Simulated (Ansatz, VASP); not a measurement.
# Cross-check of CdS (Greenockite) between VASP and Ansatz

Wanted: the spread between two codes on one cell, functional and k mesh. The cell is taken from a series of runs on this material, whose earlier steps may have relaxed, scaled, displaced or heated it; both programs get it as it stands.

Main program and level: Ansatz development build; plane waves, with VASP 6.6.1 beside it; single point at PBE.

## 1. The starting structure

The cell holds 12 atoms: 6 Cd and 6 S. Cell: a = 8.002 Å, b = 7.269 Å, c = 7.287 Å, α = 120.0°, β = 63.0°, γ = 117.0°.

## 2. VASP: single point, PBE

With cell and atoms fixed, the geometry can't cause a difference; cores, projectors, grids and the points listed under the comparison can.

Lines of VASP's logs that name or quote its potential files are left out, and so is its time.

INCAR reads:

```
SYSTEM = CdS
PREC = Accurate
ENCUT = 400
EDIFF = 1E-06
NELM = 120
ISMEAR = -1
SIGMA = 0.02
LREAL = .FALSE.
ALGO = Normal
GGA = PE
NBANDS = 66
LORBIT = 11
LWAVE = .FALSE.
LCHARG = .FALSE.
ISIF = 2
LASPH = .TRUE.
GGA_COMPAT = .FALSE.
EFERMI = MIDGAP
KPAR = 2
```

POSCAR reads:

```
CdS
1.0
   -2.0984490995      3.6346204574      6.8131332932
    6.2953472985     -3.6346204574      0.0000000000
    0.0000000000      7.2866070840      0.0000000000
Cd S
6 6
Direct
    0.5000000000      0.5000000000      0.1666666667
    0.5000000000      0.1666666667      0.5000000000
    0.5000000000      0.8333333334      0.8333333333
    0.0000000000      0.0000000000      0.3333333333
    0.0000000000      0.6666666666      0.6666666667
    0.0000000000      0.3333333333      0.0000000000
    0.8750000000      0.6250000000      0.0416666667
    0.8750000000      0.2916666667      0.3750000000
    0.8750000000      0.9583333334      0.7083333333
    0.3750000000      0.1250000000      0.2083333333
    0.3750000000      0.7916666666      0.5416666667
    0.3750000000      0.4583333333      0.8750000000
```

KPOINTS reads:

```
Automatic mesh
0
Gamma
4 4 4
0 0 0
```

PAW data sets: Cd and S (PBE family, release 64).

The run is started by

```sh
$ mpirun -np 2 vasp_std
```

Numbers of over 12 decimals in the logs are rounded to 6 here.

Log:

```text
[banner, memory and clock lines left out]
running    2 mpi-ranks, on    1 nodes
 distrk:  each k-point on    1 cores,    2 groups
 distr:  one band on    1 cores,    1 groups

 POSCAR found type information on POSCAR CdS
 POSCAR found :  2 types and      12 ions
 LDA part: xc-table for (Slater+PW92), standard interpolation
 POSCAR, INCAR and KPOINTS ok, starting setup
 FFT: planning ... GRIDC
 FFT: planning ... GRID_SOFT
 FFT: planning ... GRID
 WAVECAR not read
 entering main loop
       N       E                     dE             d eps       ncg     rms          rms(c)
DAV:   1     0.683461226228E+03    0.68346E+03   -0.45525E+04  4800   0.122E+03
DAV:   2     0.610818662338E+01   -0.67735E+03   -0.65979E+03  5354   0.338E+02
DAV:   3    -0.393949740178E+02   -0.45503E+02   -0.45171E+02  5506   0.851E+01
DAV:   4    -0.401770210889E+02   -0.78205E+00   -0.78010E+00  5422   0.105E+01
DAV:   5    -0.401927480587E+02   -0.15727E-01   -0.15721E-01  5524   0.146E+00    0.180E+01
DAV:   6    -0.369302962017E+02    0.32625E+01   -0.76343E+00  5836   0.163E+01    0.144E+01
DAV:   7    -0.368911082185E+02    0.39188E-01   -0.25014E+00  5248   0.529E+00    0.693E+00
DAV:   8    -0.368847342712E+02    0.63739E-02   -0.35709E-01  5222   0.363E+00    0.916E-01
DAV:   9    -0.368764653128E+02    0.82690E-02   -0.76590E-02  5550   0.204E+00    0.294E-01
DAV:  10    -0.368771712755E+02   -0.70596E-03   -0.56045E-03  5108   0.462E-01    0.217E-01
DAV:  11    -0.368774681982E+02   -0.29692E-03   -0.63966E-04  5452   0.979E-02    0.191E-01
DAV:  12    -0.368777336519E+02   -0.26545E-03   -0.76050E-04  4912   0.831E-02    0.793E-02
DAV:  13    -0.368777005343E+02    0.33118E-04   -0.13405E-04  5326   0.420E-02    0.257E-02
DAV:  14    -0.368777039191E+02   -0.33848E-05   -0.91406E-06  4880   0.176E-02    0.920E-03
DAV:  15    -0.368777018813E+02    0.20378E-05   -0.12720E-05  5116   0.194E-02    0.319E-03
DAV:  16    -0.368777019730E+02   -0.91743E-07   -0.14501E-06  4012   0.551E-03
   1 F= -.36877702E+02 E0= -.36877702E+02  d E =-.484462E-13
```

OUTCAR, selected parts (step 2):

```text
ion  position               nearest neighbor table
   1  0.500  0.500  0.167-   7 2.55  10 2.57  11 2.57  12 2.57
   2  0.500  0.167  0.500-   8 2.55  11 2.57  12 2.57  10 2.57
   3  0.500  0.833  0.833-   9 2.55  12 2.57  10 2.57  11 2.57
   4  0.000  0.000  0.333-  10 2.55   8 2.57   7 2.57   9 2.57
   5  0.000  0.667  0.667-  11 2.55   9 2.57   8 2.57   7 2.57
   6  0.000  0.333  0.000-  12 2.55   7 2.57   9 2.57   8 2.57
   7  0.875  0.625  0.042-   1 2.55   6 2.57   4 2.57   5 2.57
   8  0.875  0.292  0.375-   2 2.55   4 2.57   5 2.57   6 2.57
   9  0.875  0.958  0.708-   3 2.55   5 2.57   6 2.57   4 2.57
  10  0.375  0.125  0.208-   4 2.55   1 2.57   3 2.57   2 2.57
  11  0.375  0.792  0.542-   5 2.55   2 2.57   1 2.57   3 2.57
  12  0.375  0.458  0.875-   6 2.55   3 2.57   2 2.57   1 2.57

  LATTYP: Found a triclinic cell.
 ALAT       =     8.0020459736
 B/A-ratio  =     1.0000000000
 C/A-ratio  =     0.9095098382
 COS(alpha) =     0.0010838111
 COS(beta)  =     0.4536685187
 COS(gamma) =     0.5873840189

 Subroutine GETGRP returns: Found  1 space group operations
 (whereof  1 operations were pure point group operations)

The static configuration has the point symmetry C_1 .

 Found     36 irreducible k-points:

   k-points           NKPTS =     36   k-points in BZ     NKDIM =     36   number of bands    NBANDS=     66

   dimension x,y,z NGX =    54 NGY =   48 NGZ =   48
   dimension x,y,z NGXF=   108 NGYF=   96 NGZF=   96

   ENCUT  =  400.0 eV  29.40 Ry    5.42 a.u.  13.05 11.85 11.88*2*pi/ulx,y,z

   NELECT =     108.0000    total number of electrons

 k-points in reciprocal lattice and weights: Automatic mesh
   0.00000000  0.00000000  0.00000000       0.016
   0.25000000  0.00000000  0.00000000       0.031
   0.50000000  0.00000000  0.00000000       0.016
   0.00000000  0.25000000  0.00000000       0.031
   0.25000000  0.25000000  0.00000000       0.031
   0.50000000  0.25000000  0.00000000       0.031
  -0.25000000  0.25000000  0.00000000       0.031
   0.00000000  0.50000000  0.00000000       0.016
   0.25000000  0.50000000  0.00000000       0.031
[...]
0.25000000  0.50000000  0.50000000       0.031
   0.50000000  0.50000000  0.50000000       0.016

 average (electrostatic) potential at core
       1 -39.6001       2 -39.6001       3 -39.6001       4 -39.6001       5 -39.6001
       6 -39.6001       7 -89.4627       8 -89.4627       9 -89.4627      10 -89.4627
      11 -89.4627      12 -89.4627

 E-fermi :   1.4670

 k-point     1 :       0.0000    0.0000    0.0000
  band No.  band energies     occupation
    ...
     50       0.1957      2.00000
     51       0.2026      2.00000
     52       0.8740      2.00000
     53       0.9056      2.00000
     54       0.9132      2.00000
     55       2.0207      0.00000
     56       3.6445      0.00000
     57       5.3980      0.00000
     58       5.3980      0.00000
     59       5.4032      0.00000
    ...

 k-point     2 :       0.2500    0.0000    0.0000
  band No.  band energies     occupation
    ...
     50      -0.1022      2.00000
     51       0.2939      2.00000
     52       0.3009      2.00000
     53       0.7953      2.00000
     54       0.8028      2.00000
     55       2.9034      0.00000
     56       3.7127      0.00000
     57       5.2662      0.00000
     58       5.2719      0.00000
     59       5.6887      0.00000
    ...

 k-point     3 :       0.5000    0.0000    0.0000
  band No.  band energies     occupation
    ...
     50      -0.6254      2.00000
     51       0.5379      2.00000
     52       0.5393      2.00000
     53       0.5451      2.00000
     54       0.5465      2.00000
     55       3.6691      0.00000
     56       3.6691      0.00000
     57       5.7128      0.00000
     58       5.7128      0.00000
     59       5.7166      0.00000
    ...

  Total       -0.4968684     -0.8192024      0.6312421     -0.0946075      0.0369093     -0.0010522
  in kB       -2.5471823     -4.1996188      3.2360454     -0.4850030      0.1892144     -0.0053940
  external PRESSURE =      -1.1702519 kB  Pullay stress =       0.0000000 kB

  energy-cutoff  :      400.00
  volume of cell :      312.53
      direct lattice vectors                 reciprocal lattice vectors
    -2.098449099  3.634620457  6.813133293     0.000000000  0.000000000  0.146775347
     6.295347299 -3.634620457  0.000000000     0.158847471  0.000000000  0.048925116
     0.000000000  7.286607084  0.000000000     0.079234445  0.137238085 -0.048808512

 POSITION                                       TOTAL-FORCE (eV/Angst)
 -----------------------------------------------------------------------------------
      2.09845      1.21443      3.40657         0.005987     -0.007600     -0.070351
      0.00000      4.85484      3.40657         0.005987     -0.007600     -0.070351
      4.19690      4.86063      3.40657         0.005987     -0.007600     -0.070351
      0.00000      2.42887      0.00000        -0.006022      0.013140     -0.070308
      4.19690      2.43466      0.00000        -0.006022      0.013140     -0.070308
      2.09845     -1.21154      0.00000        -0.006022      0.013140     -0.070308
      2.09845      1.21226      5.96149         0.007896     -0.016241      0.070296
      0.00000      4.85267      5.96149         0.007896     -0.016241      0.070296
      4.19690      4.85846      5.96149         0.007896     -0.016241      0.070296
      0.00000      2.42670      2.55492        -0.007861      0.010701      0.070363
      4.19690      2.43249      2.55492        -0.007861      0.010701      0.070363
      2.09845      6.07290      2.55492        -0.007861      0.010701      0.070363
 -----------------------------------------------------------------------------------
    total drift:                                0.000001      0.000009     -0.000864

  FREE ENERGIE OF THE ION-ELECTRON SYSTEM (eV)
  ---------------------------------------------------
  free  energy   TOTEN  =       -36.8777019730 eV

  energy  without entropy=      -36.8777019730  energy(sigma->0) =      -36.87770197

 total charge
# of ion       s       p       d       tot
------------------------------------------
    1        0.416   0.298   9.561  10.276
    2        0.416   0.298   9.561  10.276
    3        0.416   0.298   9.561  10.276
    4        0.416   0.298   9.561  10.276
    5        0.416   0.298   9.561  10.276
    6        0.416   0.298   9.561  10.276
    7        1.325   2.382   0.000   3.707
    8        1.325   2.382   0.000   3.707
    9        1.325   2.382   0.000   3.707
   10        1.325   2.382   0.000   3.707
   11        1.325   2.382   0.000   3.707
   12        1.325   2.382   0.000   3.707
--------------------------------------------------
tot         10.448  16.084  57.367  83.899

[... 3 further parts left out ...]
```

The run ends at a pressure of -0.12 GPa, with forces up to 0.073 eV/Å.

## 3. Ansatz: single point, PBE

Ansatz runs on PAW files that the input asks for by source.

The same cell, functional, mesh and smearing now go to Ansatz, which takes its cutoff from its data sets.

input.yaml reads:

```yaml
crystal:
  lattice:
    - [-2.0984490995, 3.6346204574, 6.8131332932]
    - [6.2953472985, -3.6346204574, 0.0]
    - [0.0, 7.286607084, 0.0]
  atoms:
    - { symbol: Cd, position: [0.5, 0.5, 0.1666666667] }
    - { symbol: Cd, position: [0.5, 0.1666666667, 0.5] }
    - { symbol: Cd, position: [0.5, 0.8333333334, 0.8333333333] }
    - { symbol: Cd, position: [0.0, 0.0, 0.3333333333] }
    - { symbol: Cd, position: [0.0, 0.6666666666, 0.6666666667] }
    - { symbol: Cd, position: [0.0, 0.3333333333, 0.0] }
    - { symbol: S, position: [0.875, 0.625, 0.0416666667] }
    - { symbol: S, position: [0.875, 0.2916666667, 0.375] }
    - { symbol: S, position: [0.875, 0.9583333334, 0.7083333333] }
    - { symbol: S, position: [0.375, 0.125, 0.2083333333] }
    - { symbol: S, position: [0.375, 0.7916666666, 0.5416666667] }
    - { symbol: S, position: [0.375, 0.4583333333, 0.875] }
kpoints:
  mp_grid: { grid: [4, 4, 4] }
scf:
  occupations: { method: fermi_dirac, width: 0.02 }
  n_bands: 88
hamiltonian:
  xc: pbe
  pseudopotentials: { kind: paw, source: ansatz }
output:
  forces: true
  core_levels:
    shells: { Cd: "3d", S: "2p" }
    counted_from: conduction_bottom
    add_spin: false
```

The run is started by

```sh
$ ansatz run input.yaml --threads 4 --pin off --max-ram 8192MiB --backend cpu --events-out ev --progress --plain --runs-dir out
```

Log:

```text
Engine: ansatz (development build), x86_64-unknown-linux-gnu
Pseudopotentials: kind: paw
Pseudopotential: Cd, paw, valence charge 20, recommended cutoff 520 eV (normal), Cd.paw.azcp
Pseudopotential: S, paw, valence charge 6, recommended cutoff 510 eV (normal), S.paw.azcp
Functional definition: PBE
  parameter kappa = 0.804
  parameter beta = 0.066725
  exchange = pbe_x(kappa = kappa, mu = beta*pi^2/3)
  correlation = pbe_c(beta = beta)
Crystal: 12 atoms, lattice volume = 312.530 Å³
Basis set: ecut = 520 eV, 8431 PW (Γ), exchange–correlation on 144×128×128 points (8 copies of the dense FFT grid, shifted against one another)
Bands: 88, of which v1, the nominal top of the filled ones, is band 78 counted from 1 (77 counted from 0)
Symmetry: 3 space group operations
Space group: P1 (ITA 1), of the structure as read, at distance tolerance 6.8e-5 Å
k-points: 36 of 64 (time reversal used)
Non-local potential: Cd, projectors of the file, l = 0: 3, l = 1: 3, l = 2: 2, l = 3: 2
Non-local potential: S, projectors of the file, l = 0: 2, l = 1: 2, l = 2: 2
PAW form: soft (Blöchl's): semilocal exchange-correlation on the pseudo side does not see the compensation charge
PAW one-centre angular grid: Cd, 590 points (default); XC on 64 Gauss nodes
PAW one-centre angular grid: S, 110 points (default); XC on 64 Gauss nodes
Initial density: superposition of atomic densities (chi_scale 0.1, normalization cell, long waves kept (reshape's long-wave potential 0.00 eV rms))
Initial wavefunctions: pseudopotential atomic-orbital guess
Functional: x = pbe(κ = 0.804, μ = 0.219515), c = pbe(β = 0.066725)
SCF iter   1: F=—  HF=-54955.696473 eV  |F-HF|=—  |Δ(HF+E_count)|=         —  Δρ=3.09e-2  dr2=2.29e0  ethr=1.00e0 (applied; sched 1.00e-1)  ⟨swp⟩=1.0  Hψ=8676  notcnv=0
PPCG with updated residuals, in single precision, makes this SCF's iterations, and the Davidson solver those that may end it; pin scf.eigensolver.kind: davidson to have it make every one
preconditioner: auto → Resta (q_TF=auto, 2.430 Å⁻¹)  ε∞=5.1  [insulator: Δε(μ)=1.297 eV  Ē_g=10.747 eV  σ=0.020 eV  W_gap=1.00  n_scr=70 (ndim 8)  ℏωp=21.8 eV  f_vac=0.086  D(μ)=0.00/eV (n_scr^D=0)  ε∞_Penn≈5.1]
SCF iter   2: F=—  HF=-54955.416008 eV  |F-HF|=—  |Δ(HF+E_count)|=   2.80e-1  Δρ=1.50e-2  dr2=5.22e-1  ethr=1.47e-3  ⟨swp⟩=3.7  Hψ=9930  notcnv=0
SCF iter   3: F=—  HF=-54955.398132 eV  |F-HF|=—  |Δ(HF+E_count)|=   1.79e-2  Δρ=5.64e-3  dr2=8.75e-2  ethr=3.34e-4  ⟨swp⟩=2.1  Hψ=8072  notcnv=0  defer=1
SCF iter   4: F=—  HF=-54955.409589 eV  |F-HF|=—  |Δ(HF+E_count)|=   1.15e-2  Δρ=1.02e-3  dr2=5.50e-3  ethr=5.61e-5  ⟨swp⟩=1.1  Hψ=7493  notcnv=0  defer=2
SCF iter   5: F=—  HF=-54955.414736 eV  |F-HF|=—  |Δ(HF+E_count)|=   5.15e-3  Δρ=5.56e-4  dr2=1.09e-3  ethr=3.52e-6  ⟨swp⟩=2.0  Hψ=8360  notcnv=0
SCF iter   6: F=—  HF=-54955.416748 eV  |F-HF|=—  |Δ(HF+E_count)|=   2.01e-3  Δρ=1.09e-4  dr2=3.74e-5  ethr=6.97e-7  ⟨swp⟩=2.0  Hψ=8112  notcnv=0
SCF iter   7: F=—  HF=-54955.417116 eV  |F-HF|=—  |Δ(HF+E_count)|=   3.68e-4  Δρ=4.12e-5  dr2=4.50e-6  ethr=2.40e-8  ⟨swp⟩=4.2  Hψ=10092  notcnv=0
SCF iter   8: F=—  HF=-54955.417120 eV  |F-HF|=—  |Δ(HF+E_count)|=   4.40e-6  Δρ=9.30e-6  dr2=2.56e-7  ethr=2.88e-9  ⟨swp⟩=2.0  Hψ=8126  notcnv=0
iter 9 solved again at ethr=2.51e-11 eV; its pass at ethr=1.64e-10 eV (dr2=3.91e-8 eV) is discarded
SCF iter   9: F=-54955.417121 eV  HF=-54955.417121 eV  |F-HF|=1.18e-8  |Δ(HF+E_count)|=   5.22e-7  Δρ=4.18e-6  dr2=4.08e-8  ethr=2.51e-11  ⟨swp⟩=2.0  Hψ=14361  notcnv=0
SCF 1 converged in 9 iterations: F = -54955.417121 eV  dr2 = 4.08e-8
  Residual-converged pass: ⟨swp⟩=3.1  Hψ=6318  notcnv=0  reapply=8  max |occ|·‖R‖ = 6.6e-6 eV (tolerance 6.7e-6 eV)  dr2=4.09e-8  dr2_onsite=6.04e-10  max |Δocc| = 3.1e-21
  greatest PAW one-centre occupation: 0.999 electrons in one spin orbital (limit 2), on the Cd atom at site 2 (counted from 0), in its partial waves of l = 0
── core hole 1/4: 3d of Cd 0 ──
── 3d of Cd 0: 405.232 eV over the cell without the hole, in 11 iterations ──
── core hole 2/4: 3d of Cd 3 ──
── 3d of Cd 3: 405.232 eV over the cell without the hole, in 11 iterations ──
── core hole 3/4: 2p of S 6 ──
── 2p of S 6: 162.419 eV over the cell without the hole, in 10 iterations ──
── core hole 4/4: 2p of S 9 ──
── 2p of S 9: 162.419 eV over the cell without the hole, in 10 iterations ──
SCF converged after 9 iterations
Free energy (F): -54955.417121 eV
Harris-Foulkes:  -54955.417121 eV  (|F-HF|=1.18e-8)
Internal energy: -54955.417121 eV  (E = F + TS)
E sigma→0 (E₀):  -54955.417121 eV
Fermi energy:    6.773113 eV
--- Per-component energies (eV) ---
  E_band       = -3130.017022
  E_kinetic    = 5005.629275
  E_local      = -35455.106310  (includes V_loc(G=0)·N_el)
  E_nonlocal   = 9960.094787
  E_hartree    = 11380.967217
  E_xc         = -1772.711905
  E_vxc        = -2192.568582  (∫ρ·V_xc dr)
  E_paw        = -28120.432598  (= ΣΔE_a)
  E_vpaw       = -3209.982542  (= ΣTr[D̂ρ^β])
  E_aug_tail   = 0.000792  (compensation charges beyond the density's cutoff)
  E_ewald      = -15953.858379
  E_smearing   = -0.000000  (= −TS)
  E_closure    = -0.000000  (closes the sum)
  Σ components = -54955.417121   (vs F -54955.417121, Δ=0.00e0)
--- Forces (eV/Å), atoms counted from 1 ---
  atom   1  Cd     0.00584468    -0.00732777    -0.06889393
  atom   2  Cd     0.00584468    -0.00732777    -0.06889393
  atom   3  Cd     0.00584468    -0.00732777    -0.06889393
  atom   4  Cd    -0.00587301     0.01266378    -0.06884606
  atom   5  Cd    -0.00587301     0.01266378    -0.06884606
  atom   6  Cd    -0.00587301     0.01266378    -0.06884606
  atom   7  S      0.00762268    -0.01568087     0.06885281
  atom   8  S      0.00762268    -0.01568087     0.06885281
  atom   9  S      0.00762268    -0.01568087     0.06885281
  atom  10  S     -0.00759396     0.01034419     0.06892100
  atom  11  S     -0.00759396     0.01034419     0.06892100
  atom  12  S     -0.00759396     0.01034419     0.06892100
  max |Σ_I F_I| component (acoustic sum rule): 1.02e-4 eV/Å
--- Band table (eV; the first three rows and the last of 36) ---
  k-point 0: bands = [... 74 lower, 5.5046, 6.1732, 6.2057, 6.2132, 7.3209, 8.9466, 10.6985, 10.6985, ... 6 higher]
  k-point 1: bands = [... 74 lower, 5.2631, 5.3500, 6.0115, 6.0454, 8.3418, 9.6485, 10.0236, 10.3013, ... 6 higher]
  k-point 2: bands = [... 74 lower, 5.5281, 5.5281, 5.6420, 5.6420, 9.5332, 9.5332, 9.6589, 9.6601, ... 6 higher]
  k-point 35: bands = [... 74 lower, 5.5274, 5.5274, 5.6394, 5.6394, 9.5306, 9.5306, 9.6645, 9.6658, ... 6 higher]
fft plans: ranked — 0 lengths (probe disabled); 23 noted on the structural route
--- Core levels from the conduction bottom, as differences alone (as output.core_levels.counted_from types it; a hole's nearest image at 7.3 Å) ---
  the holes have no spin, as output.core_levels.add_spin types it
  atom         alike  shell      binding/eV   shift/eV difference/eV images/eV   SCF
  Cd 0             3     3d               –     +0.000       405.232         –    11
  Cd 3             3     3d               –     -0.000       405.232         –    11
  S 6              3     2p               –     +0.000       162.419         –    10
  S 9              3     2p               –     -0.000       162.419         –    10
  the dataset of Cd with a 3d hole: scattering error 0.002 eV; free atom: Dirac core, large and small components
  the two lines of Cd's 3d: 3d3/2 +4.045 eV and 3d5/2 -2.697 eV off its levels, 2 : 3 in strength
  the dataset of S with a 2p hole: scattering error 0.002 eV (0.015 eV in the local channel); free atom: scalar-relativistic, large components (the file's core density is near none of the free atoms compared)
  the two lines of S's 2p: 2p1/2 +0.804 eV and 2p3/2 -0.402 eV off its levels, 1 : 2 in strength
```

In the SCF lines HF is the Harris–Foulkes energy and dr2 the Hartree energy of the density residual, in eV; the loop may stop once dr2 is under the threshold and the program's other checks hold. Hψ counts applications of the Hamiltonian.

## 4. Differences

Known differences besides the potentials themselves: the data sets hold 156 valence electrons in Ansatz (on PAW files that the input asks for by source) and 108 in VASP; the cutoff is 520 eV in Ansatz and 400 eV in VASP. Total energies have different zeros and are not compared.

Both answers:

```csv
quantity,Ansatz,VASP,difference
gap on the k mesh (eV),1.108,1.107,0.000
```

Forces on 7 of the 12 atoms, those with the largest forces and the largest differences (eV/Å; atoms numbered as in POSCAR):

```csv
atom,"Ansatz x, y, z","VASP x, y, z"
Cd4,"-0.006, 0.013, -0.069","-0.006, 0.013, -0.070"
Cd5,"-0.006, 0.013, -0.069","-0.006, 0.013, -0.070"
Cd6,"-0.006, 0.013, -0.069","-0.006, 0.013, -0.070"
S7,"0.008, -0.016, 0.069","0.008, -0.016, 0.070"
S8,"0.008, -0.016, 0.069","0.008, -0.016, 0.070"
S9,"0.008, -0.016, 0.069","0.008, -0.016, 0.070"
S10,"-0.008, 0.010, 0.069","-0.008, 0.011, 0.070"
```

The forces differ by 0.9 meV/Å r.m.s., which is 2.1 % of the r.m.s. force of 0.041 eV/Å (both taken over all components). A gap on the mesh is an upper bound, since the band edges may lie between its points.

## 5. Results

```
r.m.s. force difference (single point, PBE) : 0.88 meV/Å
```

In words: The r.m.s. force difference is 0.88 meV/Å (single point, PBE), within the 12 meV/Å picked in this series as the mark of a large difference. The data sets hold unlike numbers of valence electrons (156 in Ansatz and 108 in VASP), so part of the differences comes from the potentials. Such differences can come from data sets, numerical settings and the points named under the comparisons, not from the functional's error against experiment.

[Lines on the potential files, build, host, timing and source positions are cut from VASP's logs without a mark.]

[Logs are printed without paths, hosts, clocks, repeated set-up lines and the standing remarks that a program may print on its own settings, such as how far it seeks lower states.]

[Hosts, paths, dates, database ids (printed as entryN), source tags and the programs' standing remarks are cut or masked in the printed files.]
